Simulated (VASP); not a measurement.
The system is BPd4.

```
Pd B
1.0
     2.89203    0.00000    0.00000
     0.00000    4.36501    0.00000
     0.00000    0.00000    5.85632
Pd B
4 1
Direct
  0.50000 0.00000 0.19758
  0.00000 0.00000 0.61947
  0.00000 0.50000 0.32916
  0.50000 0.50000 0.86756
  0.50000 0.00000 0.86323
```

The cell comes from a database or a generator and needn't be the stable form of this composition.

Base run:

* Program: VASP 6.6.1
* Functional: PBEsol
* Potentials or basis: VASP PAW PBE potentials, release 64 (Pd, B)
* Cutoff: 520 eV
* k mesh: 7 × 5 × 4
* Occupations: fermi-dirac, width 0.05 eV
* Spin: no spin polarisation

Its results: pressure -8.5 GPa; largest force 0.144 eV/Å.

**Question.** After a change of settings the same cell gave: pressure 7.8 GPa; largest force 0.223 eV/Å. Which change was it?
A. functional from PBEsol to BLYP
B. functional from PBEsol to r2SCAN; further incar settings from ALGO = Fast; EDIFF = 1e-06; NBANDS = 30 to ALGO = Normal; EDIFF = 1e-06; NBANDS = 30
C. functional from PBEsol to PW91
D. functional from PBEsol to RPBE

**Answer.** A.

BLYP binds less tightly than PBEsol, so the same cell stands under more pressure.

Caveats: the PAW data sets were made with another functional, which shifts forces and pressure a little.

Not every run made on this cell is shown here.
